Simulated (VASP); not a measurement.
OSZICAR of a VASP run on TaC:

**OSZICAR**
```
       N       E                     dE             d eps       ncg     rms          rms(c)
DAV:   1    -0.134976527919E+03   -0.13498E+03   -0.24153E-05  2714   0.216E-02    0.611E-03
DAV:   2    -0.134976527326E+03    0.59304E-06   -0.46804E-05  2624   0.351E-02    0.637E-03
DAV:   3    -0.134976524889E+03    0.24362E-05   -0.13314E-05  2244   0.217E-02    0.152E-03
DAV:   4    -0.134976524919E+03   -0.29439E-07   -0.85796E-07  1542   0.379E-03
   1 F= -.13497652E+03 E0= -.13497639E+03  d E =-.416320E-03
```

Q: Which electronic solver shows in the log?

A: It is blocked Davidson (ALGO = Normal, or the opening steps of other solvers). The INCAR had ALGO = Normal.

Q: Can the final energy be trusted as converged?

A: The calculation finished and met its thresholds. It stopped with EDIFF = 1E-6, NELM = 100 (PBEsol GGA, plane waves, VASP's PBE PAW potentials (set 64)).

The cell is a thin slab with vacuum, built from TaC (rock salt): (110) face.
